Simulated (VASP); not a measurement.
All values below come from r2SCAN meta-GGA, VASP's PBE PAW potentials (set 64) (plane waves; VASP).

Input for VASP

INCAR:
```
! general
SYSTEM =KF
PREC   =Accurate
ENCUT  =520   ! plane-wave cut-off (eV)
LREAL  =.FALSE.
LASPH  =.TRUE.

! electronic loop
EDIFF  =1E-6   ! SCF stop (eV)
NELM   =100   ! most electronic steps
ALGO   =Normal   ! blocked Davidson
LMIXTAU=.TRUE.

! smearing
ISMEAR =0   ! Gaussian
SIGMA  =0.05   ! width (eV)

! functional
METAGGA=R2SCAN

! ions
IBRION =2   ! conjugate gradients
NSW    =60
ISIF   =3   ! ions, shape and volume
EDIFFG =-0.01   ! ionic stop

! output
LWAVE  =.FALSE.
LCHARG =.FALSE.
```

File POSCAR:
```
KF
1.0
  0.0000000000   2.8080000000   2.8080000000
  2.8080000000   0.0000000000   2.8080000000
  2.8080000000   2.8080000000   0.0000000000
K F
1 1
direct
  0.0000000000   0.0000000000   0.0000000000
  0.5000000000   0.5000000000   0.5000000000
```

KPOINTS:
```
Regular mesh
0
gamma
7 7 7
0 0 0
```

POTCAR, in this order: K_sv F (PBE.64 set). Program: vasp_std.

What VASP printed:

**OSZICAR**
```
       N       E                     dE             d eps       ncg     rms          rms(c)
DAV:   1     0.107797083069E+03    0.10780E+03   -0.83872E+03   480   0.129E+03
DAV:   2    -0.155021241795E+02   -0.12330E+03   -0.11306E+03   616   0.339E+02
DAV:   3    -0.206511745892E+02   -0.51491E+01   -0.51166E+01   600   0.646E+01
DAV:   4    -0.208119444289E+02   -0.16077E+00   -0.16050E+00   764   0.989E+00
DAV:   5    -0.208137665526E+02   -0.18221E-02   -0.18221E-02   592   0.120E+00    0.584E+00
DAV:   6    -0.155837655545E+02    0.52300E+01   -0.28964E+00   588   0.179E+01    0.195E+00
DAV:   7    -0.146992663701E+02    0.88450E+00   -0.63093E-01   776   0.101E+01    0.153E+00
DAV:   8    -0.164483111955E+02   -0.17490E+01   -0.56747E-01   692   0.918E+00    0.723E-01
DAV:   9    -0.145196008898E+02    0.19287E+01   -0.26183E-01   480   0.566E+00    0.450E-01
DAV:  10    -0.149114945181E+02   -0.39189E+00   -0.20455E-01   492   0.522E+00    0.193E-01
DAV:  11    -0.149351819221E+02   -0.23687E-01   -0.59520E-03   812   0.701E-01    0.212E-01
DAV:  12    -0.149262975895E+02    0.88843E-02   -0.11349E-04   580   0.157E-01    0.212E-01
DAV:  13    -0.148783172768E+02    0.47980E-01   -0.24903E-02   480   0.229E+00    0.346E-01
DAV:  14    -0.148832252688E+02   -0.49080E-02   -0.49928E-03   480   0.962E-01    0.268E-01
DAV:  15    -0.148827356108E+02    0.48966E-03   -0.30611E-04   652   0.207E-01    0.282E-01
DAV:  16    -0.148841474989E+02   -0.14119E-02   -0.92577E-04   488   0.430E-01    0.267E-01
DAV:  17    -0.148845352888E+02   -0.38779E-03   -0.97344E-05   500   0.138E-01    0.262E-01
DAV:  18    -0.148844575284E+02    0.77760E-04   -0.68591E-05   512   0.956E-02    0.258E-01
DAV:  19    -0.148845223578E+02   -0.64829E-04   -0.11711E-05   524   0.465E-02    0.238E-01
DAV:  20    -0.148844764812E+02    0.45877E-04   -0.34198E-05   504   0.565E-02    0.215E-01
DAV:  21    -0.148843470225E+02    0.12946E-03   -0.12250E-04   488   0.143E-01    0.108E-01
DAV:  22    -0.148843698708E+02   -0.22848E-04   -0.14269E-04   696   0.104E-01    0.437E-02
DAV:  23    -0.148843772778E+02   -0.74070E-05   -0.88978E-06   744   0.327E-02    0.227E-02
DAV:  24    -0.148843937837E+02   -0.16506E-04   -0.10177E-05   520   0.319E-02    0.810E-03
DAV:  25    -0.148844024950E+02   -0.87113E-05   -0.28260E-06   504   0.238E-02    0.276E-03
DAV:  26    -0.148844040864E+02   -0.15914E-05   -0.14504E-06   348   0.145E-02    0.137E-03
DAV:  27    -0.148844037187E+02    0.36766E-06   -0.45746E-07   356   0.806E-03
   1 F= -.14884404E+02 E0= -.14884404E+02  d E =-.148844E+02
       N       E                     dE             d eps       ncg     rms          rms(c)
DAV:   1    -0.159447594721E+02   -0.10604E+01   -0.20170E+01   480   0.544E+01    0.765E+00
DAV:   2    -0.150269385889E+02    0.91782E+00   -0.33649E+00   544   0.185E+01    0.194E+00
DAV:   3    -0.149577334025E+02    0.69205E-01   -0.14793E-01   652   0.489E+00    0.936E-01
DAV:   4    -0.148710017200E+02    0.86732E-01   -0.10353E-01   804   0.384E+00    0.468E-01
DAV:   5    -0.149818954162E+02   -0.11089E+00   -0.56452E-02   480   0.330E+00    0.293E-01
DAV:   6    -0.149372715097E+02    0.44624E-01   -0.32588E-02   480   0.247E+00    0.131E-01
DAV:   7    -0.149499922519E+02   -0.12721E-01   -0.16650E-03   640   0.610E-01    0.759E-02
DAV:   8    -0.149439767096E+02    0.60155E-02   -0.56021E-03   480   0.977E-01    0.461E-02
DAV:   9    -0.149530494169E+02   -0.90727E-02   -0.29173E-03   480   0.814E-01    0.241E-02
DAV:  10    -0.149534391737E+02   -0.38976E-03   -0.14778E-04   576   0.194E-01    0.386E-03
DAV:  11    -0.149534457047E+02   -0.65310E-05   -0.96348E-06   680   0.410E-02    0.208E-03
DAV:  12    -0.149534499577E+02   -0.42531E-05   -0.80449E-07   356   0.151E-02    0.116E-03
DAV:  13    -0.149534498088E+02    0.14892E-06   -0.28934E-07   356   0.693E-03
   2 F= -.14953450E+02 E0= -.14953450E+02  d E =-.690461E-01
       N       E                     dE             d eps       ncg     rms          rms(c)
DAV:   1    -0.158169291715E+02   -0.86348E+00   -0.17339E+01   480   0.508E+01    0.707E+00
DAV:   2    -0.150428191775E+02    0.77411E+00   -0.27541E+00   536   0.170E+01    0.181E+00
DAV:   3    -0.149823567236E+02    0.60462E-01   -0.12441E-01   652   0.461E+00    0.843E-01
DAV:   4    -0.149202863185E+02    0.62070E-01   -0.81647E-02   748   0.353E+00    0.439E-01
DAV:   5    -0.150113345455E+02   -0.91048E-01   -0.53929E-02   512   0.338E+00    0.239E-01
DAV:   6    -0.149687766464E+02    0.42558E-01   -0.32949E-02   480   0.260E+00    0.109E-01
DAV:   7    -0.149768216193E+02   -0.80450E-02   -0.11775E-03   720   0.537E-01    0.679E-02
DAV:   8    -0.149675079647E+02    0.93137E-02   -0.84751E-03   480   0.123E+00    0.845E-02
DAV:   9    -0.149800378425E+02   -0.12530E-01   -0.42835E-03   480   0.948E-01    0.130E-02
DAV:  10    -0.149802428181E+02   -0.20498E-03   -0.91988E-05   536   0.153E-01    0.329E-03
DAV:  11    -0.149802519031E+02   -0.90850E-05   -0.70537E-06   656   0.360E-02    0.166E-03
DAV:  12    -0.149802540619E+02   -0.21588E-05   -0.43124E-07   400   0.114E-02    0.641E-04
DAV:  13    -0.149802538206E+02    0.24126E-06   -0.17194E-07   324   0.564E-03
   3 F= -.14980254E+02 E0= -.14980254E+02  d E =-.958501E-01
       N       E                     dE             d eps       ncg     rms          rms(c)
DAV:   1    -0.149988060951E+02   -0.18552E-01   -0.39376E-01   480   0.763E+00    0.101E+00
DAV:   2    -0.149819302351E+02    0.16876E-01   -0.61035E-02   536   0.254E+00    0.262E-01
DAV:   3    -0.149804530067E+02    0.14772E-02   -0.28754E-03   672   0.702E-01    0.123E-01
DAV:   4    -0.149796444247E+02    0.80858E-03   -0.16787E-03   720   0.531E-01    0.740E-02
DAV:   5    -0.149778051711E+02    0.18393E-02   -0.22530E-03   520   0.691E-01    0.386E-02
DAV:   6    -0.149805889864E+02   -0.27838E-02   -0.11049E-03   480   0.478E-01    0.116E-02
DAV:   7    -0.149804661686E+02    0.12282E-03   -0.82269E-05   488   0.137E-01    0.693E-03
DAV:   8    -0.149805760149E+02   -0.10985E-03   -0.13686E-04   480   0.151E-01    0.760E-03
DAV:   9    -0.149806215592E+02   -0.45544E-04   -0.22253E-05   480   0.631E-02    0.226E-03
DAV:  10    -0.149806227640E+02   -0.12048E-05   -0.54916E-07   460   0.990E-03    0.268E-04
DAV:  11    -0.149806227474E+02    0.16621E-07   -0.75132E-08   260   0.348E-03
   4 F= -.14980623E+02 E0= -.14980623E+02  d E =-.962190E-01
```

File OUTCAR:
```
------------------------ aborting loop because EDIFF is reached ----------------------------------------
  FORCE on cell =-STRESS in cart. coord.  units (eV):
  Direction    XX          YY          ZZ          XY          YZ          ZX
  --------------------------------------------------------------------------------------
  Total        0.0142687      0.0142687      0.0142687      0.0000000      0.0000000      0.0000000
  in kB        0.6094193      0.6094193      0.6094193      0.0000000      0.0000000      0.0000000
  external PRESSURE =       0.6094193 kB  Pullay stress =       0.0000000 kB
  volume of cell :       37.51
      direct lattice vectors                 reciprocal lattice vectors
    -0.000000000  2.656945814  2.656945814    -0.188185998  0.188185998  0.188185998
     2.656945814  0.000000000  2.656945814     0.188185998 -0.188185998  0.188185998
     2.656945814  2.656945814  0.000000000     0.188185998  0.188185998 -0.188185998
  FREE ENERGIE OF THE ION-ELECTRON SYSTEM (eV)
  ---------------------------------------------------
  free  energy   TOTEN  =       -14.9806227474 eV

  energy  without entropy=      -14.9806227474  energy(sigma->0) =      -14.98062275

 reached required accuracy - stopping structural energy minimisation
```
(Selected blocks of OUTCAR.)

CONTCAR:
```
KF
   1.00000000000000
    -0.0000000000000000    2.6569458143307139    2.6569458143307139
     2.6569458143307139    0.0000000000000000    2.6569458143307139
     2.6569458143307139    2.6569458143307139    0.0000000000000000
  K               F
     1     1
Direct
     1.0000000000000000    1.0000000000000000    0.0000000000000000
     0.5000000000000000    0.5000000000000000    0.5000000000000000
```

Energy and stress use the plane-wave basis of the starting cell.

The structure was generated: KF was put into the rock salt type (Fm-3m), which need not be its known phase. This run relaxes it. Symmetry was kept, so distortions that lower it aren't found.
